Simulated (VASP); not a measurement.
Data:

```
C
1.0
    1.22062    -2.11418     0.00000
    1.22062     2.11418     0.00000
    0.00000     0.00000     6.64264
C
4
Cartesian
  0.00000   0.00000   1.66066
  0.00000   0.00000   4.98198
  1.22062   0.70473   1.66066
  1.22062  -0.70473   4.98198
```

Computed with PBE GGA with D3 dispersion (Becke-Johnson damping), VASP's PBE PAW potentials (set 64) (plane waves; VASP). Run with 520 eV cut-off, 10×10×4 Γ-centred mesh, Gaussian smearing of 0.050 eV, potentials C.

Problem. The ions and cell shape at fixed volume are relaxed. What does this cell relax into?

Solution. 
```
C
1.0
    1.23168    -2.13334     0.00000
    1.23168     2.13334     0.00000
    0.00000     0.00000     6.52390
C
4
Direct
  0.00000   0.00000   0.25000
  0.00000   0.00000   0.75000
  0.33333   0.66667   0.25000
  0.66667   0.33333   0.75000
```
Space group P6_3/mmc (194), at a tolerance of 0.03 Å.

Problem. How much energy does the relaxation gain?

Solution. The energy (σ→0) changes by -6.5 meV/atom, in 3 ionic steps.

```csv
step,E(σ→0) (eV),max force (eV/Å),pressure (GPa),volume (Å³)
1,-37.4442,0.000,9.59,34.28
2,-37.4678,0.000,-0.90,34.28
3,-37.4701,0.000,1.44,34.28
```

The compound is C in the graphite structure. This cell is one point of a volume scan, at 0.97 of the reference volume. Symmetry was kept, so distortions that lower it aren't found.
